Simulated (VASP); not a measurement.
Here is the system:

```
WTe
1.0
    0.00000     3.01329     3.01329
    3.01329     0.00000     3.01329
    3.01329     3.01329     0.00000
W Te
1 1
Direct
  0.00000   0.00000   0.00000
  0.25000   0.25000   0.25000
```

These are PBEsol GGA, VASP's PBE PAW potentials (set 64) (plane waves; VASP) values and carry that method's errors. Run with 400 eV cut-off, 12×12×12 Γ-centred mesh, tetrahedra with Blöchl corrections, potentials W_sv Te.

Unless said otherwise, spin-orbit coupling is left out, though it shifts the bands of the heavy elements here.

### Question
What does the run give for the energy per atom (σ→0), band gap (on the k-mesh) with the smallest direct gap where there is one?

### Answer

```yaml
band gap (on the k-mesh): none (metal, semimetal or under 0.01 eV)
energy per atom (σ→0): -7.100 eV/atom
```

The structure was generated: WTe was put into the zinc blende type (F-43m), which need not be its known phase. It was relaxed first, which changed the volume by -34 %.
